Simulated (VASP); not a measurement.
Output of a VASP run:

OSZICAR:
```
...
DAV:   3    -0.595943671139E+02    0.45031E-03   -0.59124E-04   589   0.196E-01    0.603E-02
DAV:   4    -0.595942796868E+02    0.87427E-04   -0.28800E-04   609   0.117E-01    0.195E-02
DAV:   5    -0.595942738110E+02    0.58758E-05   -0.33958E-05   609   0.513E-02    0.970E-03
DAV:   6    -0.595942742019E+02   -0.39096E-06   -0.93647E-06   574   0.209E-02
   6 F= -.59594274E+02 E0= -.59594274E+02  d E =-.559793E-02
       N       E                     dE             d eps       ncg     rms          rms(c)
DAV:   1    -0.595943282420E+02   -0.54431E-04   -0.79821E-03   529   0.657E-01    0.233E-02
DAV:   2    -0.595943277677E+02    0.47435E-06   -0.11870E-04   619   0.708E-02    0.140E-02
DAV:   3    -0.595943228497E+02    0.49180E-05   -0.63553E-06   589   0.202E-02    0.633E-03
DAV:   4    -0.595943218096E+02    0.10401E-05   -0.30995E-06   488   0.124E-02    0.202E-03
DAV:   5    -0.595943217479E+02    0.61710E-07   -0.33928E-07   327   0.514E-03
   7 F= -.59594322E+02 E0= -.59594322E+02  d E =-.564548E-02
       N       E                     dE             d eps       ncg     rms          rms(c)
DAV:   1    -0.595957058292E+02   -0.13840E-02   -0.94217E-02   509   0.230E+00    0.193E-01
DAV:   2    -0.595948751762E+02    0.83065E-03   -0.26466E-03   619   0.338E-01    0.765E-02
DAV:   3    -0.595947594463E+02    0.11573E-03   -0.37817E-04   579   0.120E-01    0.276E-02
DAV:   4    -0.595947411217E+02    0.18325E-04   -0.36829E-05   614   0.444E-02    0.150E-02
DAV:   5    -0.595947354900E+02    0.56316E-05   -0.10046E-05   619   0.241E-02    0.559E-03
DAV:   6    -0.595947353378E+02    0.15227E-06   -0.10833E-06   327   0.748E-03
   8 F= -.59594735E+02 E0= -.59594735E+02  d E =-.413590E-03
       N       E                     dE             d eps       ncg     rms          rms(c)
DAV:   1    -0.595950604606E+02   -0.32497E-03   -0.12590E-02   509   0.841E-01    0.709E-02
DAV:   2    -0.595949529520E+02    0.10751E-03   -0.35426E-04   619   0.123E-01    0.282E-02
DAV:   3    -0.595949387356E+02    0.14216E-04   -0.50271E-05   574   0.438E-02    0.102E-02
DAV:   4    -0.595949365683E+02    0.21672E-05   -0.49161E-06   614   0.164E-02    0.557E-03
DAV:   5    -0.595949362946E+02    0.27370E-06   -0.12443E-06   327   0.893E-03
   9 F= -.59594936E+02 E0= -.59594936E+02  d E =-.614547E-03
       N       E                     dE             d eps       ncg     rms          rms(c)
DAV:   1    -0.595951456210E+02   -0.20905E-03   -0.32624E-02   514   0.133E+00    0.732E-02
DAV:   2    -0.595950566442E+02    0.88977E-04   -0.71062E-04   604   0.170E-01    0.296E-02
DAV:   3    -0.595950410922E+02    0.15552E-04   -0.55577E-05   589   0.478E-02    0.105E-02
DAV:   4    -0.595950390387E+02    0.20535E-05   -0.70220E-06   614   0.188E-02    0.463E-03
DAV:   5    -0.595950389059E+02    0.13282E-06   -0.10088E-06   347   0.839E-03
  10 F= -.59595039E+02 E0= -.59595039E+02  d E =-.102611E-03
       N       E                     dE             d eps       ncg     rms          rms(c)
DAV:   1    -0.595950835477E+02   -0.44509E-04   -0.35816E-03   514   0.442E-01    0.246E-02
DAV:   2    -0.595950724908E+02    0.11057E-04   -0.78211E-05   604   0.563E-02    0.102E-02
DAV:   3    -0.595950704617E+02    0.20291E-05   -0.61607E-06   589   0.158E-02    0.360E-03
DAV:   4    -0.595950701517E+02    0.30995E-06   -0.71540E-07   292   0.621E-03
  11 F= -.59595070E+02 E0= -.59595070E+02  d E =-.133857E-03
```

### OUTCAR
```
------------------------ aborting loop because EDIFF is reached ----------------------------------------
  FORCE on cell =-STRESS in cart. coord.  units (eV):
  Direction    XX          YY          ZZ          XY          YZ          ZX
  --------------------------------------------------------------------------------------
  Total        0.0093566      0.0093566     -0.0125870     -0.0000000      0.0000000      0.0000000
  in kB        0.1951297      0.1951297     -0.2624975     -0.0000001      0.0000000      0.0000000
  external PRESSURE =       0.0425873 kB  Pullay stress =       0.0000000 kB
  volume of cell :       76.83
      direct lattice vectors                 reciprocal lattice vectors
     3.013387494  0.000000025 -0.000000000     0.331852441  0.191595214 -0.000000000
    -1.506694704  2.609670166  0.000000000    -0.000000003  0.383190186 -0.000000000
    -0.000000000  0.000000000  9.769356743     0.000000000 -0.000000000  0.102360885
  FREE ENERGIE OF THE ION-ELECTRON SYSTEM (eV)
  ---------------------------------------------------
  free  energy   TOTEN  =       -59.5950701517 eV

  energy  without entropy=      -59.5950701517  energy(sigma->0) =      -59.59507015

 reached required accuracy - stopping structural energy minimisation
```
(Selected blocks of OUTCAR.)

File POSCAR:
```
AlN
1
    3.0796440000     0.0000000000     0.0000000000
   -1.5398230000     2.6670500000     0.0000000000
    0.0000000000     0.0000000000    10.0819670000
Al N
4 4
Direct
  0.0000000000   0.0000000000   0.0000000000
  0.0000000000   0.0000000000   0.5000000000
  0.6666670000   0.3333330000   0.7501800000
  0.3333330000   0.6666670000   0.2501800000
  0.0000000000   0.0000000000   0.8121600000
  0.0000000000   0.0000000000   0.3121600000
  0.6666670000   0.3333330000   0.5632900000
  0.3333330000   0.6666670000   0.0632900000
```

Task: Write an INCAR and KPOINTS that could have produced this output.

Result: This is not unique; one that fits is the input of the run itself, PBE GGA, plane waves, VASP's PBE PAW potentials (set 64).

INCAR:
```
SYSTEM = AlN
PREC = Accurate
ENCUT = 280
EDIFF = 1E-6
NELM = 100
ALGO = Normal
LREAL = .FALSE.
LASPH = .TRUE.
ISMEAR = 0
SIGMA = 0.2
GGA = PE
LWAVE = .FALSE.
LCHARG = .FALSE.
ISIF = 3
IBRION = 2
NSW = 50
EDIFFG = -0.01
```

**KPOINTS**
```
kpoints
0
Gamma
  4 4 4
0.5 0.5 0.5
```

POTCAR, in this order: Al N (PBE.64 set). Program: vasp_std.

At this cut-off the stress carries a Pulay error, which pulls relaxed volumes low.  Energy and stress use the plane-wave basis of the starting cell.

The structure was generated: AlN was put into an ordered model structure, which need not be its known phase. This run relaxes it. Symmetry was kept, so distortions that lower it aren't found. The k-mesh is coarse (spacing up to 0.60 per Å, 2π included), so the numbers may not be converged in it. The run is one of a series of settings (EDIFFG = -0.01, ENCUT = 280, IBRION = 2, ISIF = 3, ISMEAR = 0, NSW = 50, SIGMA = 0.2, KPOINTS 4×4×4 Γ-centred mesh shifted by (0.5, 0.5, 0.5) against the base run), some of them coarse on purpose.
